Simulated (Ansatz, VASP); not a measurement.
# Ni8Te (Te/Ni(100)): VASP beside Ansatz, part 2 of 3

One calculation is typed for both programs; each brings its own data sets. How far apart do they land? Of the first pair: The structure shown is the start of the Ansatz relaxation below; VASP solves that cell, so the two are compared at the walk's first step.

VASP 6.6.1 and Ansatz 0.2.0.

So far: Starting point; Ansatz: relaxation, RPBE.

### 3. VASP: single point, RPBE, start cell, pair 1

Level of this step: RPBE, spin-polarised from a ferromagnetic start; plane waves and PAW (Ni, Te) (VASP).

The same cell, functional, mesh and smearing now go to VASP, with its own data sets.

Lines of VASP's logs that name or quote its potential files are left out, and so is its time.

Contents of INCAR:

```
SYSTEM = Ni8Te
PREC = Accurate
ENCUT = 520
EDIFF = 1E-06
NELM = 200
ISMEAR = -1
SIGMA = 0.1
LREAL = .FALSE.
ALGO = Normal
GGA = RP
NBANDS = 121
ISPIN = 2
MAGMOM = 0.78 0.71 0.66 0.41 0.78 0.71 0.66 0.41 0.78 0.71 0.66 0.41 0.78 0.71 0.66 0.41 0.01 0.01
LASPH = .TRUE.
LMAXMIX = 4
LORBIT = 11
LWAVE = .FALSE.
LCHARG = .FALSE.
ISIF = 2
LDIPOL = .TRUE.
IDIPOL = 3
DIPOL = 0.5 0.5 0.473
LVHAR = .TRUE.
GGA_COMPAT = .FALSE.
NELMDL = -8
KPAR = 4
```

Contents of POSCAR:

```
Ni8Te
1.0
    4.9780317396      0.0000000000      0.0000000000
    0.0000000000      4.9780317396      0.0000000000
    0.0000000000      0.0000000000     25.7648633230
Ni Te
16 2
Direct
    0.2500000262      0.2500000131      0.3493129339
    0.0000000261      0.0000000131      0.4176230188
    0.2500000262      0.2500000131      0.4881965738
    0.0000000261      0.0000000131      0.5554641149
    0.2500000262      0.7500000131      0.3493129339
    0.0000000261      0.5000000131      0.4176230188
    0.2500000262      0.7500000131      0.4881965738
    0.0000000261      0.5000000131      0.5554641149
    0.7500000261      0.2500000131      0.3493129339
    0.5000000261      0.0000000131      0.4176230188
    0.7500000261      0.2500000131      0.4881965738
    0.5000000261      0.0000000131      0.5554641149
    0.7500000261      0.7500000131      0.3493129339
    0.5000000261      0.5000000131      0.4176230188
    0.7500000261      0.7500000131      0.4881965738
    0.5000000261      0.5000000131      0.5554641149
    0.2500000262      0.0000000131      0.6506870535
    0.7500000261      0.5000000131      0.6506870535
```

Contents of KPOINTS:

```
Automatic mesh
0
Gamma
6 6 1
0 0 0
```

The projector-augmented-wave data sets are Ni and Te (PBE family, release 64).

The run is started by

```bash
$ mpirun -np 4 vasp_std
```

Numbers of over 12 decimals in the logs are rounded to 6 here.

The program printed:

```text
[banner, memory and clock lines left out]
running    4 mpi-ranks, on    1 nodes
 distrk:  each k-point on    1 cores,    4 groups
 distr:  one band on    1 cores,    1 groups

 POSCAR found type information on POSCAR NiTe
 POSCAR found :  2 types and      18 ions
|                                                                             |
|               ----> ADVICE to this user running VASP <----                  |
|                                                                             |
|     You have a (more or less) 'large supercell' and for larger cells it     |
|     might be more efficient to use real-space projection operators.         |
|     Therefore, try LREAL= Auto in the INCAR file.                           |
|     Mind: For very accurate calculation, you might also keep the            |
|     reciprocal projection scheme (i.e. LREAL=.FALSE.).                      |
|                                                                             |

|                                                                             |
|               ----> ADVICE to this user running VASP <----                  |
|                                                                             |
|     You enforced a specific xc type in the INCAR file but a different       |
|     [... a line on the potential file left out ...]
|     I HOPE YOU KNOW WHAT YOU ARE DOING!                                     |
|                                                                             |

 LDA part: xc-table for (Slater+PW92), standard interpolation
 POSCAR, INCAR and KPOINTS ok, starting setup
 FFT: planning ... GRIDC
 FFT: planning ... GRID_SOFT
 FFT: planning ... GRID
 WAVECAR not read
 entering main loop
       N       E                     dE             d eps       ncg     rms          rms(c)
DAV:   1     0.127568269245E+04    0.12757E+04   -0.72167E+04  7744   0.143E+03
DAV:   2     0.272232954996E+02   -0.12485E+04   -0.11781E+04  7744   0.329E+02
DAV:   3    -0.891737498891E+02   -0.11640E+03   -0.10531E+03  8440   0.135E+02
DAV:   4    -0.940146025345E+02   -0.48409E+01   -0.47359E+01  8631   0.272E+01
DAV:   5    -0.941374519322E+02   -0.12285E+00   -0.12278E+00  9008   0.314E+00
DAV:   6    -0.941424965901E+02   -0.50447E-02   -0.50445E-02 10542   0.667E-01
DAV:   7    -0.941428186676E+02   -0.32208E-03   -0.32208E-03 10432   0.118E-01
DAV:   8    -0.941428268337E+02   -0.81661E-05   -0.81660E-05 10095   0.176E-02    0.354E+01
DAV:   9    -0.986042324185E+02   -0.44614E+01   -0.12392E+02  8760   0.101E+02    0.456E+01
DAV:  10    -0.142088050283E+03   -0.43484E+02   -0.72642E+01  9304   0.141E+02    0.857E+01
DAV:  11    -0.984779959180E+02    0.43610E+02   -0.80546E+01 11176   0.879E+01    0.595E+01
DAV:  12    -0.947746772718E+02    0.37033E+01   -0.55943E+01  9528   0.674E+01    0.507E+01
DAV:  13    -0.886751894802E+02    0.60995E+01   -0.34051E+01  9591   0.535E+01    0.382E+01
DAV:  14    -0.947683395140E+02   -0.60932E+01   -0.28330E+01  8931   0.554E+01    0.329E+01
[...]
DAV:  48    -0.810044681089E+02   -0.10576E-03   -0.94264E-07  5732   0.950E-03    0.360E-03
DAV:  49    -0.810045661244E+02   -0.98015E-04   -0.14132E-06  5852   0.813E-03    0.617E-03
DAV:  50    -0.810046035506E+02   -0.37426E-04   -0.59653E-07  5408   0.550E-03    0.286E-03
DAV:  51    -0.810046179645E+02   -0.14414E-04   -0.24883E-07  5289   0.273E-03    0.385E-03
DAV:  52    -0.810046212816E+02   -0.33171E-05   -0.10882E-07  5163   0.251E-03    0.251E-03
DAV:  53    -0.810046239325E+02   -0.26509E-05   -0.85715E-08  5075   0.163E-03    0.112E-03
DAV:  54    -0.810046262601E+02   -0.23277E-05   -0.54417E-08  4985   0.125E-03    0.834E-04
DAV:  55    -0.810046269068E+02   -0.64670E-06   -0.22614E-08  5111   0.606E-04
   1 F= -.81004627E+02 E0= -.80506148E+02  d E =-.996957E+00  mag=    10.4075
```

From OUTCAR (step 3):

```text
ion  position               nearest neighbor table
   1  0.250  0.250  0.349-   9 2.49   5 2.49   5 2.49  14 2.49  10 2.49   9 2.49   6 2.49   2 2.49

  LATTYP: Found a simple tetragonal cell.
 ALAT       =     4.9780317396
 C/A-ratio  =     5.1757129466

 Subroutine GETGRP returns: Found  4 space group operations
 (whereof  2 operations were pure point group operations)

The static configuration has the point symmetry C_1h.
 The point group associated with its full space group is C_2v.

 Found     16 irreducible k-points:

   k-points           NKPTS =     16   k-points in BZ     NKDIM =     16   number of bands    NBANDS=    121

   dimension x,y,z NGX =    40 NGY =   40 NGZ =  192
   dimension x,y,z NGXF=    80 NGYF=   80 NGZF=  384

   ENCUT  =  520.0 eV  38.22 Ry    6.18 a.u.   9.26  9.26 47.91*2*pi/ulx,y,z

   NELECT =     172.0000    total number of electrons

 k-points in reciprocal lattice and weights: Automatic mesh
   0.00000000  0.00000000  0.00000000       0.028
   0.16666667  0.00000000  0.00000000       0.056
   0.00000000  0.16666667  0.00000000       0.056
   0.33333333  0.00000000  0.00000000       0.056
   0.00000000  0.33333333  0.00000000       0.056
   0.50000000  0.00000000  0.00000000       0.028
   0.00000000  0.50000000  0.00000000       0.028
   0.16666667  0.16666667  0.00000000       0.111
   0.33333333  0.16666667  0.00000000       0.111
[...]
-0.33333333  0.50000000  0.00000000       0.056
   0.50000000  0.50000000  0.00000000       0.028

 dipolmoment           0.000000      0.000000     -0.037652 electrons x Angstroem

 average (electrostatic) potential at core
       1 -90.8461       2 -91.1364       3 -91.1577       4 -90.9424       5 -90.8461
       6 -91.1364       7 -91.1577       8 -90.9424       9 -90.8461      10 -91.1364
      11 -91.1577      12 -90.9424      13 -90.8461      14 -91.1364      15 -91.1577
      16 -90.9424      17 -94.5373      18 -94.5373

 E-fermi :   0.3942

 spin component 1
 k-point     1 :       0.0000    0.0000    0.0000
  band No.  band energies     occupation
    ...
     85      -0.0644      0.98991
     86      -0.0398      0.98713
     87       0.0169      0.97752
     88       0.1706      0.90340
     89       0.1883      0.88686
     90       0.9196      0.00520
     91       0.9955      0.00244
     92       1.0408      0.00155
     93       1.1831      0.00037
     94       1.3880      0.00005
    ...

 k-point     2 :       0.1667    0.0000    0.0000
  band No.  band energies     occupation
    ...
     86      -0.1362      0.99505
     87       0.0113      0.97872
     88       0.0326      0.97381
     89       0.0397      0.97193
     90       0.2361      0.82924
     91       0.4678      0.32390
     92       0.9226      0.00505
     93       0.9327      0.00456
     94       1.3574      0.00007
     95       1.3955      0.00004
    ...

 k-point     3 :       0.0000    0.1667    0.0000
  band No.  band energies     occupation
    ...
     87      -0.0159      0.98371
     88       0.0106      0.97888
     89       0.0404      0.97175
     90       0.0437      0.97082
     91       0.2774      0.76278
     92       0.8878      0.00713
     93       0.9929      0.00250
     94       1.3700      0.00006
     95       1.3840      0.00005
     96       1.4777      0.00002
    ...

 k-point     4 :       0.3333    0.0000    0.0000
  band No.  band energies     occupation
    ...
     88      -0.1596      0.99608
     89      -0.1417      0.99532
     90       0.1206      0.93911
     91       0.1561      0.91536
     92       0.2829      0.75263
     93       0.5437      0.18313
     94       1.6130      0.00001
     95       1.8546      0.00000
     96       1.8692      0.00000
     97       2.3895      0.00000
    ...

 k-point     5 :       0.0000    0.3333    0.0000
  band No.  band energies     occupation
    ...
     88      -0.1623      0.99618
     89      -0.1431      0.99538
     90      -0.0746      0.99088
     91       0.0562      0.96706
     92       0.3314      0.65197
     93       0.5453      0.18070
     94       1.4407      0.00003
     95       1.8495      0.00000
     96       1.9095      0.00000
     97       2.3872      0.00000
    ...

 k-point     6 :       0.5000    0.0000    0.0000
  band No.  band energies     occupation
    ...
     88      -0.1970      0.99730
     89      -0.1789      0.99676
     90      -0.1789      0.99676
     91       0.0053      0.97994
     92       0.0053      0.97994
     93       1.1022      0.00084
     94       1.1022      0.00084
     95       2.3824      0.00000
     96       2.3824      0.00000
     97       2.4003      0.00000
    ...

  Total       -3.6559410     -2.5050960     -5.0149208      0.0000000      0.0000000      0.0000000
  in kB       -9.1741661     -6.2862521    -12.5843706      0.0000000      0.0000000      0.0000000
  external PRESSURE =      -9.3482629 kB  Pullay stress =       0.0000000 kB

  energy-cutoff  :      520.00
  volume of cell :      638.47
      direct lattice vectors                 reciprocal lattice vectors
     4.978031740  0.000000000  0.000000000     0.200882608  0.000000000  0.000000000
     0.000000000  4.978031740  0.000000000     0.000000000  0.200882608  0.000000000
     0.000000000  0.000000000 25.764863323     0.000000000  0.000000000  0.038812548

 POSITION                                       TOTAL-FORCE (eV/Angst)
 -----------------------------------------------------------------------------------
      1.24451      1.24451      9.00000        -0.000000     -0.012162      0.110988
      0.00000      0.00000     10.76000        -0.038367     -0.000000     -0.110910
      1.24451      1.24451     12.57832        -0.000000      0.031148     -0.202983
      0.00000      0.00000     14.31146         0.145930      0.000000      0.774295
      1.24451      3.73352      9.00000         0.000000      0.012162      0.110988
      0.00000      2.48902     10.76000         0.038367      0.000000     -0.110910
      1.24451      3.73352     12.57832         0.000000     -0.031148     -0.202983
      0.00000      2.48902     14.31146        -0.145930      0.000000      0.774295
      3.73352      1.24451      9.00000         0.000000      0.012162      0.110988
      2.48902      0.00000     10.76000         0.038367      0.000000     -0.110910
      3.73352      1.24451     12.57832         0.000000     -0.031148     -0.202983
      2.48902      0.00000     14.31146        -0.145930      0.000000      0.774295
      3.73352      3.73352      9.00000        -0.000000     -0.012162      0.110988
      2.48902      2.48902     10.76000        -0.038367     -0.000000     -0.110910
      3.73352      3.73352     12.57832        -0.000000      0.031148     -0.202983
      2.48902      2.48902     14.31146         0.145930      0.000000      0.774295
      1.24451      0.00000     16.76486         0.000000      0.000000     -1.142778
      3.73352      2.48902     16.76486         0.000000      0.000000     -1.142778
 -----------------------------------------------------------------------------------
    total drift:                               -0.000013     -0.000024      0.005276

  FREE ENERGIE OF THE ION-ELECTRON SYSTEM (eV)
  ---------------------------------------------------
  free  energy   TOTEN  =       -81.0046269068 eV

  energy  without entropy=      -80.0076695987  energy(sigma->0) =      -80.50614825

 vacuum level on the upper side and lower side of the slab         4.837         5.112

 total charge
# of ion       s       p       d       tot
------------------------------------------
    1        0.468   0.336   8.309   9.113
    2        0.485   0.479   8.301   9.264
    3        0.491   0.489   8.300   9.281
    4        0.455   0.394   8.330   9.178
    5        0.468   0.336   8.309   9.113
    6        0.485   0.479   8.301   9.264
    7        0.491   0.489   8.300   9.281
    8        0.455   0.394   8.330   9.178
    9        0.468   0.336   8.309   9.113
   10        0.485   0.479   8.301   9.264
   11        0.491   0.489   8.300   9.281
   12        0.455   0.394   8.330   9.178
   13        0.468   0.336   8.309   9.113
   14        0.485   0.479   8.301   9.264
   15        0.491   0.489   8.300   9.281
   16        0.455   0.394   8.330   9.178
   17        1.412   1.786   0.029   3.227
   18        1.412   1.786   0.029   3.227
--------------------------------------------------
tot         10.419  10.361 133.018 153.798

 magnetization (x)
# of ion       s       p       d       tot
------------------------------------------
    1       -0.003  -0.019   0.770   0.748
    2       -0.008  -0.026   0.699   0.666
    3       -0.006  -0.024   0.683   0.653
    4       -0.007  -0.016   0.602   0.579
    5       -0.003  -0.019   0.770   0.748
    6       -0.008  -0.026   0.699   0.666
    7       -0.006  -0.024   0.683   0.653
    8       -0.007  -0.016   0.602   0.579
    9       -0.003  -0.019   0.770   0.748
   10       -0.008  -0.026   0.699   0.666
   11       -0.006  -0.024   0.683   0.653
   12       -0.007  -0.016   0.602   0.579
   13       -0.003  -0.019   0.770   0.748
   14       -0.008  -0.026   0.699   0.666
   15       -0.006  -0.024   0.683   0.653
   16       -0.007  -0.016   0.602   0.579
   17        0.002   0.020  -0.000   0.022
   18        0.002   0.020  -0.000   0.022
--------------------------------------------------
tot         -0.087  -0.300  11.012  10.625

[... 6 further parts left out ...]
```

The magnetic state follows from one typed start and may not be the lowest. The PAW data sets were made with PBE, which is usual practice but a small mismatch for other functionals.

### 4. Comparison

Known differences besides the potentials themselves: VASP starts from the moments at which Ansatz ended; the data sets hold 320 valence electrons in Ansatz (on its default PAW (the set named soft_2) files) and 172 in VASP; the cutoff is 420 eV in Ansatz and 520 eV in VASP; Ansatz makes its cores anew for this functional, VASP keeps those of its PBE data sets. Total energies have different zeros and are not compared.

Forces on 10 of the 18 atoms, those with the largest forces and the largest differences (eV/Å; atoms numbered as in POSCAR):

| atom | Ansatz x, y, z | VASP x, y, z |
| --- | --- | --- |
| Ni1 | 0.000, -0.013, 0.127 | 0.000, -0.012, 0.111 |
| Ni4 | 0.146, 0.000, 0.759 | 0.146, 0.000, 0.774 |
| Ni5 | 0.000, 0.013, 0.127 | 0.000, 0.012, 0.111 |
| Ni8 | -0.146, 0.000, 0.759 | -0.146, 0.000, 0.774 |
| Ni11 | 0.000, -0.033, -0.198 | 0.000, -0.031, -0.203 |
| Ni12 | -0.146, 0.000, 0.759 | -0.146, 0.000, 0.774 |
| Ni13 | 0.000, -0.013, 0.127 | 0.000, -0.012, 0.111 |
| Ni16 | 0.146, 0.000, 0.759 | 0.146, 0.000, 0.774 |
| Te17 | 0.000, 0.000, -1.140 | 0.000, 0.000, -1.143 |
| Te18 | 0.000, 0.000, -1.140 | 0.000, 0.000, -1.143 |

The forces differ by 6.4 meV/Å r.m.s., which is 2.0 % of the r.m.s. force of 0.315 eV/Å (both taken over all components). Moments aren't recorded for both runs of this pair, so they may hold unlike magnetic states. With vacuum in the cell, a pressure given here is an average over mostly empty space and none of the material.

### 5. Ansatz: relaxation, RPBE

This run makes the geometry at which the two programs are then compared.

The structure compared here is the end of the Ansatz relaxation.

Contents of input.yaml:

```yaml
crystal:
  lattice:
    - [4.9780317396, 0.0, 0.0]
    - [0.0, 4.9780317396, 0.0]
    - [0.0, 0.0, 25.764863323]
  atoms:
    - { symbol: Ni, position: [0.25, 0.25, 0.3493129339], spin: 0.78 }
    - { symbol: Ni, position: [0.0, 0.0, 0.4176230188], spin: 0.71 }
    - { symbol: Ni, position: [0.25, 0.25, 0.4881965863], spin: 0.71 }
    - { symbol: Ni, position: [0.0, 0.0, 0.5554641274], spin: 0.77 }
    - { symbol: Ni, position: [0.25, 0.75, 0.3493129339], spin: 0.78 }
    - { symbol: Ni, position: [0.0, 0.5, 0.4176230188], spin: 0.71 }
    - { symbol: Ni, position: [0.25, 0.75, 0.4881965863], spin: 0.71 }
    - { symbol: Ni, position: [0.0, 0.5, 0.5554641274], spin: 0.77 }
    - { symbol: Ni, position: [0.75, 0.25, 0.3493129339], spin: 0.78 }
    - { symbol: Ni, position: [0.5, 0.0, 0.4176230188], spin: 0.71 }
    - { symbol: Ni, position: [0.75, 0.25, 0.4881965863], spin: 0.71 }
    - { symbol: Ni, position: [0.5, 0.0, 0.5554641274], spin: 0.77 }
    - { symbol: Ni, position: [0.75, 0.75, 0.3493129339], spin: 0.78 }
    - { symbol: Ni, position: [0.5, 0.5, 0.4176230188], spin: 0.71 }
    - { symbol: Ni, position: [0.75, 0.75, 0.4881965863], spin: 0.71 }
    - { symbol: Ni, position: [0.5, 0.5, 0.5554641274], spin: 0.77 }
    - { symbol: Te, position: [0.25, 0.0, 0.6506870661] }
    - { symbol: Te, position: [0.75, 0.5, 0.6506870661] }
magnetization:
  spin_polarized: true
kpoints:
  mp_grid: { grid: [6, 6, 1] }
hamiltonian:
  xc: rpbe
scf:
  occupations: { method: fermi_dirac, width: 0.1 }
  convergence: { dr2_threshold: 1.0e-08 }
efield:
  axis: 3
  dipole_correction: true
  ramp_position: 0.97
  ramp_width: 0.06
relax:
  f_tol: 0.02
  max_steps: 60
  constraints: [{ sites: [0, 1, 4, 5, 8, 9, 12, 13] }]
output:
  bader: true
  dos: { projected: true, e_range: [-8, 4] }
  write_potential: true
  write_density: true
  volumetric_format: npy
```

The run is started by

```bash
$ ansatz run input.yaml --threads 4 --pin off --max-ram 12288MiB --backend cpu --events-out ev --progress --plain --runs-dir out
```

The program printed:

```text
[...]
Crystal: 18 atoms, lattice volume = 638.474 Å³
Basis set: ecut = 420 eV, 12507 PW (Γ), exchange–correlation on 72×72×360 points (8 copies of the dense FFT grid, shifted against one another)
Bands: 200, of which v1, the nominal top of the filled ones, is band 160 counted from 1 (159 counted from 0)
Symmetry: 8 space group operations
k-points: 16 of 36
[...]
Starting moments: Σ|m| = 11.88 μB on 16 of 18 sites
[...]
site symbol  charge [e]  shift [e]    m [muB]
     0     Ni     -0.0153     0.0001     0.7389
     1     Ni      0.0175     0.0001     0.6677
     2     Ni      0.0008     0.0001     0.6273
     3     Ni      0.0199     0.0012     0.3849
     4     Ni     -0.0153     0.0001     0.7389
     5     Ni      0.0175     0.0001     0.6677
     6     Ni      0.0008     0.0001     0.6273
     7     Ni      0.0199     0.0012     0.3849
[...]
14     Ni      0.0008     0.0001     0.6273
    15     Ni      0.0199     0.0012     0.3849
    16     Te     -0.0459     0.0025     0.0150
    17     Te     -0.0459     0.0025     0.0150
  estimated error of the sums over rays = 3.6e-4 e
```

(Part 2 of 3 ends here.)

[Lines on the potential files, build, host, timing and source positions are cut from VASP's logs without a mark.]

[Logs are printed without paths, hosts, clocks, repeated set-up lines and the standing remarks that a program may print on its own settings, such as how far it seeks lower states.]

[Hosts, paths, dates, database ids (printed as entryN), source tags and the programs' standing remarks are cut or masked in the printed files.]
